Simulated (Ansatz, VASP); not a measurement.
# GaP in two plane-wave programs, part 2 of 3

Wanted: the spread between two codes on one cell, functional and k mesh. The cell is taken from a series of runs on this material, whose earlier steps may have relaxed, scaled, displaced or heated it; both programs get it as it stands.

VASP 6.6.1 and Ansatz 0.2.0.

So far: Starting point; VASP: zone-centre phonons, LDA, pair 1.

## 3. Ansatz: zone-centre phonons, LDA, pair 1

Level of this step: Ansatz beside VASP: Kohn-Sham DFT, plane waves, LDA (Ansatz).

Ansatz runs on its default PAW (the set named soft_2) files.

The same cell, functional (in two slightly different forms), mesh and smearing now go to Ansatz, which takes its cutoff from its data sets.

Contents of input.yaml:

```yaml
crystal:
  lattice:
    - [0.0, 2.6956501181, 2.6956501181]
    - [2.6956501181, 0.0, 2.6956501181]
    - [2.6956501181, 2.6956501181, 0.0]
  atoms:
    - { symbol: Ga, position: [0.0, 0.0, 0.0] }
    - { symbol: P, position: [0.75, 0.75, 0.75] }
total_charge: 0.3
kpoints:
  mp_grid: { grid: [12, 12, 12] }
hamiltonian:
  xc: lda
scf:
  occupations: { method: fermi_dirac, width: 0.05 }
  n_extra_bands: 8
output:
  eigenvalues: true
phonons:
  method: dfpt
  qmesh: [2, 2, 2]
  temperatures: { t_max: 1000, t_step: 50 }
  qpath:
    path:
      - [[0.0, 0.0, 0.0], [-0.5, -0.5, 0.0], [-0.375, -0.375, 0.25]]
      - [[-0.375, 0.0, 0.375], [0.0, 0.0, 0.0], [0.0, 0.0, 0.5], [-0.5, -0.25, 0.25], [-0.5, -0.5, 0.0]]
    npoints: 10
```

Started as:

```
$ ansatz run input.yaml --threads 4 --pin off --max-ram 8192MiB --backend cpu --events-out ev --progress --plain --runs-dir out
```

Numbers of over 12 decimals in the logs are rounded to 6 here.

Output:

```text
scf.n_extra_bands = 8 over 9 filled bands (N_el = 17.7): the run solves 17 bands
Engine: ansatz 0.2.0, aarch64-unknown-linux-gnu
Pseudopotentials: kind: paw
Pseudopotential: Ga, paw, valence charge 13, recommended cutoff 420 eV (normal), Ga.paw.azcp
Pseudopotential: P, paw, valence charge 5, recommended cutoff 420 eV (normal), P.paw.azcp
Functional definition: SPW92
  exchange = slater_x
  correlation = pw_c
Crystal: 2 atoms, lattice volume = 39.176 Å³
Basis set: ecut = 420 eV, 749 PW (Γ), exchange–correlation on 54×54×54 points (8 copies of the dense FFT grid, shifted against one another)
Bands: 17, of which v1, the nominal top of the filled ones, is band 9 counted from 1 (8 counted from 0)
Symmetry: 24 space group operations
k-points: 72 of 1728 (time reversal used)
Non-local potential: Ga, projectors of the file, l = 0: 2, l = 1: 2, l = 2: 3, l = 3: 1
Non-local potential: P, projectors of the file, l = 0: 2, l = 1: 2, l = 2: 2
PAW form: soft (Blöchl's): semilocal exchange-correlation on the pseudo side does not see the compensation charge
PAW frozen core: Ga, regenerated for the run's functional, and the local potential with it (the file was generated under x = pbe(κ = 0.804, μ = 0.219515), c = pbe(β = 0.066725))
PAW frozen core: P, regenerated for the run's functional, and the local potential with it (the file was generated under x = pbe(κ = 0.804, μ = 0.219515), c = pbe(β = 0.066725))
PAW one-centre angular grid: Ga, 590 points (default); XC on 64 Gauss nodes
PAW one-centre angular grid: P, 110 points (default); XC on 64 Gauss nodes
Initial density: superposition of atomic densities (neutral atoms scaled as one to the charged cell's electrons: chi_scale 0, normalization atom), corrected by the library's trained network
Initial wavefunctions: pseudopotential atomic-orbital guess
Functional: x = slater, c = lda
SCF iter   1: F=—  HF=-4436.213350 eV  |F-HF|=—  |Δ(HF+E_count)|=         —  Δρ=5.59e-2  dr2=1.03e0  ethr=1.77e-3  ⟨swp⟩=6.2  Hψ=7816  notcnv=0  defer=14
preconditioner: auto → Kerker (q_TF=auto, 2.390 Å⁻¹)  [metal: Δε(μ)=0.157 eV  Ē_g=20.827 eV  σ=0.050 eV  W_gap=0.49  n_scr=14 (ndim 8)  ℏωp=25.0 eV  f_vac=0.009  D(μ)=0.74/eV (n_scr^D=0)]
SCF iter   2: F=—  HF=-4435.867840 eV  |F-HF|=—  |Δ(HF+E_count)|=   3.46e-1  Δρ=1.85e-2  dr2=1.66e-1  ethr=1.77e-3  ⟨swp⟩=2.4  Hψ=2853  notcnv=0  defer=214
SCF iter   3: F=—  HF=-4435.784263 eV  |F-HF|=—  |Δ(HF+E_count)|=   8.36e-2  Δρ=1.05e-2  dr2=5.53e-2  ethr=9.38e-4  ⟨swp⟩=2.0  Hψ=2028  notcnv=0  defer=214
SCF iter   4: F=—  HF=-4435.767331 eV  |F-HF|=—  |Δ(HF+E_count)|=   1.69e-2  Δρ=3.65e-3  dr2=3.10e-3  ethr=3.13e-4  ⟨swp⟩=2.9  Hψ=2216  notcnv=0  defer=214
SCF iter   5: F=—  HF=-4435.768831 eV  |F-HF|=—  |Δ(HF+E_count)|=   1.50e-3  Δρ=6.37e-4  dr2=1.30e-4  ethr=1.75e-5  ⟨swp⟩=2.0  Hψ=1992  notcnv=0  defer=214
SCF iter   6: F=—  HF=-4435.768861 eV  |F-HF|=—  |Δ(HF+E_count)|=   2.98e-5  Δρ=2.21e-4  dr2=3.34e-5  ethr=7.36e-7  ⟨swp⟩=2.0  Hψ=1421  notcnv=0  defer=214
SCF iter   7: F=—  HF=-4435.768862 eV  |F-HF|=—  |Δ(HF+E_count)|=   5.06e-7  Δρ=4.23e-5  dr2=6.06e-7  ethr=1.89e-7  ⟨swp⟩=2.2  Hψ=1235  notcnv=0  defer=214
SCF iter   8: F=—  HF=-4435.768863 eV  |F-HF|=—  |Δ(HF+E_count)|=   1.09e-6  Δρ=8.72e-6  dr2=2.92e-8  ethr=3.42e-9  ⟨swp⟩=2.9  Hψ=1859  notcnv=0  defer=214
SCF iter   9: F=—  HF=-4435.768863 eV  |F-HF|=—  |Δ(HF+E_count)|=   8.79e-9  Δρ=1.88e-6  dr2=2.21e-9  ethr=1.65e-10  ⟨swp⟩=2.9  Hψ=1648  notcnv=0  defer=214
SCF iter  10: F=—  HF=-4435.768863 eV  |F-HF|=—  |Δ(HF+E_count)|=  3.26e-10  Δρ=4.94e-7  dr2=1.42e-10  ethr=1.25e-11  ⟨swp⟩=2.0  Hψ=1163  notcnv=0  defer=214
SCF iter  11: F=—  HF=-4435.768863 eV  |F-HF|=—  |Δ(HF+E_count)|=  2.73e-11  Δρ=1.80e-7  dr2=1.23e-11  ethr=1.00e-12  ⟨swp⟩=2.6  Hψ=1585  notcnv=0  defer=214
SCF iter  12: F=-4435.768863 eV  HF=-4435.768863 eV  |F-HF|=1.82e-12  |Δ(HF+E_count)|=  3.64e-12  Δρ=3.14e-8  dr2=2.91e-13  ethr=1.00e-12  ⟨swp⟩=12.0  Hψ=7596  notcnv=0
SCF 1 converged in 12 iterations: F = -4435.768863 eV  dr2 = 2.91e-13
  greatest PAW one-centre occupation: 0.994 electrons in one spin orbital (limit 2), on the Ga atom at site 0 (counted from 0), in its partial waves of l = 2
NSCF: frozen V_eff on 72 k-points
NSCF: frozen V_eff on 163 k-points
DFPT response loops at q = (0, 0, 0) (fractional): preconditioner auto → Kerker (q_TF=auto, 2.390 Å⁻¹) (partly filled bands, converged f_vac=0.006); β = 1.00, the filter's whole step (`scf.mixing.beta` (0.50) is not read by the response loops under this deck's `scf.mixing.preconditioner`; to damp them name `kerker` or `kerker_dos`, under which they read `scf.mixing.beta`, and type it under 1.00, their step now; both keys bind the ground state too); Broyden in place of MSR1
NSCF: frozen V_eff on 952 k-points
DFPT response loops at q = (0, 0, -0.5) (fractional): mixed as the last ones told, above
NSCF: frozen V_eff on 560 k-points
DFPT response loops at q = (0, -0.5, -0.5) (fractional): mixed as the last ones told, above
SCF converged after 12 iterations
Free energy (F): -4435.768863 eV
Harris-Foulkes:  -4435.768863 eV  (|F-HF|=1.82e-12)
Internal energy: -4435.762819 eV  (E = F + TS)
E sigma→0 (E₀):  -4435.765841 eV
Entropy (-TS):   -0.006044 eV (-3.022 meV/atom)
Fermi energy:    6.314344 eV
--- Per-component energies (eV) ---
  E_band       = -61.027141
  E_kinetic    = 183.202934
  E_local      = -2182.328224  (includes V_loc(G=0)·N_el)
  E_nonlocal   = 460.905699
  E_hartree    = 1007.439612
  E_xc         = -127.317926
  E_vxc        = -116.048626  (∫ρ·V_xc dr)
  E_paw        = -2452.452034  (= ΣΔE_a)
  E_vpaw       = -421.638028  (= ΣTr[D̂ρ^β])
  E_aug_tail   = -0.000127  (compensation charges beyond the density's cutoff)
  E_ewald      = -1327.058586
  E_core_change = 1.845831  (= ΣΔE_core)
  E_smearing   = -0.006044  (= −TS)
  E_closure    = -0.000000  (closes the sum)
  E_deformation_potential = 4.174488  (in the stress; not in F)
  Σ components = -4435.768863   (vs F -4435.768863, Δ=0.00e0)
--- Band table (eV; the first three rows and the last of 72) ---
  k-point 0: bands = [... 5 lower, -5.5571, 7.1531, 7.1531, 7.1531, 9.0988, 11.0831, 11.0831, 11.0831, ... 4 higher]
  k-point 1: bands = [... 5 lower, -5.4632, 6.2497, 7.0396, 7.0396, 9.5781, 11.2568, 11.2568, 11.2884, ... 4 higher]
  k-point 2: bands = [... 5 lower, -5.1883, 4.7366, 6.7718, 6.7718, 9.6486, 11.6449, 11.6449, 12.2577, ... 4 higher]
  k-point 71: bands = [... 5 lower, -2.3707, 0.4646, 3.4865, 3.6403, 11.9205, 12.1206, 13.3396, 13.3787, ... 4 higher]
--- Phonons (Γ-DFPT): 2 representative perturbations + reference (Σ response iterations 6) ---
  ASR residual: 2.477e-5 → 0.000e0 eV/Å²; symmetrization residual: 3.296e-6 eV/Å²
  ASR residual per site (eV/Å²): 2.48e-5 1.04e-5
  Γ frequencies (cm⁻¹): 0.00 0.00 0.00 312.04 312.04 312.04
--- Phonons (arbitrary-q DFPT): 3 irreducible q on the 2×2×2 mesh ---
  q = [0.0000, 0.0000, 0.0000] (star 1, of the zone-centre solve; hermiticity 8.58e-7, symmetrization 4.35e-13): -0.00 -0.00 0.00 312.04 312.04 312.04
  q = [0.0000, 0.0000, -0.5000] (star 4, 2 solved perturbations on 476 of 1728 k-point pairs; hermiticity 1.37e-7, symmetrization 9.22e-13): 75.00 75.00 179.41 322.33 322.33 347.05
  q = [0.0000, -0.5000, -0.5000] (star 3, 4 solved perturbations in 886 linear systems a pass and spin channel, the states on 280 of 1728 k-point pairs; hermiticity 2.38e-7, symmetrization 1.42e-13): 96.21 96.21 222.45 343.72 357.84 357.84
  sum rule: each row above includes the acoustic sum rule's correction from the zone centre's row sums; it moved no ω² by more than (0.31 cm⁻¹)²
  mesh force constants: q→R imaginary residual 5.17e-17; ASR residual 2.477e-5 → 0.000e0 eV/Å²; symmetrization residual 7.105e-15 eV/Å²
  interpolated dispersion: 62 rows × 6 modes
  density of states and harmonic sums: on the 20×20×20 q-mesh, interpolated from the force constants of a 2×2×2 supercell (no non-analytic term)
  largest difference from the sums on the solved wave vectors: F 6.87e-2 eV, S 1.01e-4 and C_V 3.23e-5 eV/K
  zero-point energy: 0.084310 eV/cell   skipped modes (ω ≤ 0): 3   left out of the sums: 6.25e-5 of the cell's modes: C_V's classical limit lies that fraction below 3 k_B per atom; for a crystal, a wire or a layer, F and S can be off by more, and a phonons.interpolated_qmesh denser along its periods is the remedy for the sampling
```

The column dr2 measures how far the density is from self-consistency, as an energy; F and HF (Harris–Foulkes) agree once it is small.

## 4. Differences

Known differences besides the potentials themselves: VASP's run holds the zone centre alone; the cutoff is 420 eV in Ansatz and 500 eV in VASP; VASP's log shows a relativistic correction to its local exchange, Ansatz's none. Total energies have different zeros and are not compared.

Compared:

```tsv
quantity	Ansatz	VASP	difference
optical mode 1 to 3 (cm⁻¹)	312.0	312.5	-0.14 %
```

Modes are paired by rising frequency, not by their patterns, so a pair may set unlike modes beside each other; they are those without the splitting of longitudinal modes. The cell carries a charge of +0.3 e against a uniform background, so its pressure also hangs on how the neutralising background is counted, and in a defect's cell a gap may be the spacing between its levels.

## 5. Ansatz: zone-centre phonons, LDA, pair 2

Second derivatives magnify differences that forces hide, and they need a tight electronic threshold.

The cell is taken from a series of runs on this material, whose earlier steps may have relaxed, scaled, displaced or heated it; both programs get it as it stands.

input.yaml, as its differences from that of step 3:

```diff
@@ -8,3 +8,3 @@
     - { symbol: P, position: [0.75, 0.75, 0.75] }
-total_charge: 0.3
+total_charge: 0.12
 kpoints:
```

Output:

```text
[...]
Crystal: 2 atoms, lattice volume = 39.176 Å³
Basis set: ecut = 420 eV, 749 PW (Γ), exchange–correlation on 54×54×54 points (8 copies of the dense FFT grid, shifted against one another)
Bands: 17, of which v1, the nominal top of the filled ones, is band 9 counted from 1 (8 counted from 0)
Symmetry: 24 space group operations
k-points: 72 of 1728 (time reversal used)
[...]
k-point 71: bands = [... 5 lower, -2.3006, 0.4691, 3.4828, 3.6306, 11.8822, 12.1451, 13.2888, 13.3414, ... 4 higher]
[...]
ASR residual: 2.721e-5 → 0.000e0 eV/Å²; symmetrization residual: 3.052e-6 eV/Å²
  ASR residual per site (eV/Å²): 2.72e-5 1.86e-6
  Γ frequencies (cm⁻¹): 0.00 0.00 0.00 332.81 332.81 332.81
--- Phonons (arbitrary-q DFPT): 3 irreducible q on the 2×2×2 mesh ---
[...]
interpolated dispersion: 62 rows × 6 modes
[...]
[key lines of the parts left out:]
SCF converged after 11 iterations
Free energy (F): -4434.600396 eV
Fermi energy:    6.681497 eV
```

## 6. VASP: zone-centre phonons, LDA, pair 2

The same cell, functional (in two slightly different forms), mesh and smearing now go to VASP, with its own data sets.

Contents of INCAR:

```
SYSTEM = GaP
PREC = Accurate
ENCUT = 500
EDIFF = 1E-08
NELM = 120
ISMEAR = -1
SIGMA = 0.05
LREAL = .FALSE.
ALGO = Normal
GGA = PW92
NELECT = 17.88
NBANDS = 14
LORBIT = 11
LWAVE = .FALSE.
LCHARG = .FALSE.
ISIF = 2
IBRION = 8
LASPH = .TRUE.
GGA_COMPAT = .FALSE.
KPAR = 2
```

Contents of POSCAR:

```
GaP
1.0
    0.0000000000      2.6956501181      2.6956501181
    2.6956501181      0.0000000000      2.6956501181
    2.6956501181      2.6956501181      0.0000000000
Ga P
1 1
Direct
    0.0000000000      0.0000000000      0.0000000000
    0.7500000000      0.7500000000      0.7500000000
```

Contents of KPOINTS:

```
Automatic mesh
0
Gamma
12 12 12
0 0 0
```

The projector-augmented-wave data sets are Ga_d and P (LDA family, release 64).

Started as:

```
$ mpirun -np 2 vasp_std
```

Output:

```text
[banner, memory and clock lines left out]
running    2 mpi-ranks, on    1 nodes
[...]
[... a notice as in an earlier step ...]

 LDA part: xc-table for (Slater(with rela. corr.)+PW92), standard interpolation
 POSCAR, INCAR and KPOINTS ok, starting setup
[...]
entering main loop
       N       E                     dE             d eps       ncg     rms          rms(c)
DAV:   1     0.751095419338E+02    0.75110E+02   -0.82777E+03  2086   0.165E+03
DAV:   2    -0.548552232849E+01   -0.80595E+02   -0.77078E+02  2256   0.311E+02
DAV:   3    -0.111540858114E+02   -0.56686E+01   -0.56169E+01  2514   0.697E+01
DAV:   4    -0.112508774911E+02   -0.96792E-01   -0.96725E-01  2502   0.985E+00
DAV:   5    -0.112531563449E+02   -0.22789E-02   -0.22788E-02  2530   0.130E+00BRMIX: very serious problems
 the old and the new charge density differ
 old charge density:    18.00000 new   17.88000
BRMIX: very serious problems
 the old and the new charge density differ
 old charge density:    18.00000 new   17.88000
    0.435E+00
[...]
RMM:  14    -0.165468842681E+00    0.30490E-07   -0.22644E-07 16295   0.287E-05    0.792E-07
RMM:  15    -0.165468826038E+00    0.16643E-07   -0.14173E-07 15139   0.160E-05    0.136E-07
RMM:  16    -0.165468817814E+00    0.82241E-08   -0.63530E-08 11617   0.981E-06    0.112E-07
 first order change of Fermi-energy  -0.22572E-04
 force on displaced ion       1 direction 1 :  -8.744   0.000   0.000
 Linear response progress:
  Degree of freedom:   2/  2
       N       E                     dE             d eps       ncg     rms          rms(c)
RMM:   1    -0.503559862791E-01   -0.50356E-01    0.48546E-03 17766   0.194E+00
RMM:   2    -0.469781186219E-01    0.33779E-02   -0.64827E-03 14190   0.586E-01    0.119E-01
RMM:   3    -0.470609720347E-01   -0.82853E-04   -0.50402E-04 15643   0.184E-01    0.580E-02
RMM:   4    -0.473526474540E-01   -0.29168E-03   -0.93061E-05 15036   0.763E-02    0.117E-02
[...]
RMM:   9    -0.473367840061E-01    0.10805E-06    0.47462E-08 15933   0.413E-04    0.291E-05
RMM:  10    -0.473369997033E-01   -0.21570E-06    0.97103E-09 15532   0.148E-04    0.131E-05
RMM:  11    -0.473369934484E-01    0.62549E-08    0.26298E-09 16110   0.514E-05    0.266E-06
 first order change of Fermi-energy   0.28401E-03
 force on displaced ion       2 direction 1 :  -8.738  -0.000  -0.000
 Linear response finished
```

Parts of OUTCAR (step 6):

```text
  Total       -1.2129818     -1.2129818     -1.2129818      0.0000000      0.0000000     -0.0000000
  in kB      -49.6071545    -49.6071545    -49.6071545      0.0000000      0.0000000     -0.0000000
  external PRESSURE =     -49.6071545 kB  Pullay stress =       0.0000000 kB

 POSITION                                       TOTAL-FORCE (eV/Angst)
 -----------------------------------------------------------------------------------
      0.00000      0.00000      0.00000        -0.000000     -0.000000     -0.000000
      4.04348      4.04348      4.04348         0.000000      0.000000      0.000000
 -----------------------------------------------------------------------------------
    total drift:                               -0.000000     -0.000000     -0.000000

[... 2 parts as in an earlier step ...]
```

## 7. Differences

Compared:

```tsv
quantity	Ansatz	VASP	difference
optical mode 1 to 3 (cm⁻¹)	332.8	332.9	-0.02 %
```

Modes are paired by rising frequency, not by their patterns, so a pair may set unlike modes beside each other; they are those without the splitting of longitudinal modes. The cell carries a charge of +0.12 e against a uniform background, so its pressure also hangs on how the neutralising background is counted, and in a defect's cell a gap may be the spacing between its levels.

[end of part 2 of 3]

[Lines on the potential files, build, host, timing and source positions are cut from VASP's logs without a mark.]

[Logs are printed without paths, hosts, clocks, repeated set-up lines and the standing remarks that a program may print on its own settings, such as how far it seeks lower states.]

[Hosts, paths, dates, database ids (printed as entryN), source tags and the programs' standing remarks are cut or masked in the printed files.]
